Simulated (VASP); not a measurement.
Here is a VASP 6.6.1 calculation.

INCAR

```
SYSTEM = Ga2SnSe
PREC     = Normal         ! precision mode
ENCUT    = 520            ! plane-wave cutoff, eV
EDIFF    = 1E-4           ! SCF threshold, eV
ISMEAR   = 0              ! smearing method
SIGMA    = 0.15           ! smearing width, eV
LREAL    = .False.        ! projectors in reciprocal space
LASPH    = .True.         ! aspherical terms in the spheres
NELM     = 60             ! most SCF steps
ALGO     = Fast           ! electronic algorithm
ISIF     = 3              ! what is computed and relaxed
LWAVE    = .False.        ! write WAVECAR
LCHARG   = .False.        ! write CHGCAR
GGA      = PE             ! functional
IBRION   = 2              ! ionic algorithm
NSW      = 24             ! ionic steps
EDIFFG   = -0.08          ! ionic threshold
```

Contents of KPOINTS:

```
Automatic mesh
0
Gamma
  4 4 3
  0 0 0
```

Contents of POSCAR:

```
Ga2SnSe
1.0
    4.1208257800      0.0000000000      0.0000000000
    0.0000000000      4.1208257800      0.0000000000
    0.0000000000      0.0000000000      6.3182766800
Ga Sn Se
2 1 1
Direct
    0.0000000000      0.5000000000      0.2692115600
    0.5000000000      0.0000000000      0.7307884400
    0.5000000000      0.5000000000      0.5000000000
    0.0000000000      0.0000000000      0.0000000000
```

Potentials or basis: VASP PAW PBE potentials, release 64 (Ga_d, Sn_d, Se).

Run with:

```console
$ cat potpaw_PBE.64/Ga_d/POTCAR potpaw_PBE.64/Sn_d/POTCAR potpaw_PBE.64/Se/POTCAR > POTCAR
$ mpirun -np 1 vasp_std > vasp.out
```

Problem. Estimate the relaxed cell.

Solution. a = 4.466 Å, b = 4.466 Å, c = 5.706 Å, α = 90.00°, β = 90.00°, γ = 90.00°.

Problem. Predict the space group after relaxing (to 0.05 Å).

Solution. P-4m2 (No. 115).

Problem. Predict the band gap on the k mesh.

Solution. None (metal or under the smearing width).

Forces on the atoms (eV/Å):
```
Ga   0.000  0.000  0.033
Ga   0.000  0.000 -0.033
Sn   0.000  0.000  0.000
Se   0.000  0.000  0.000
```

Caveat: the k mesh is coarse (spacing up to 0.38 Å⁻¹), so the values aren't converged.
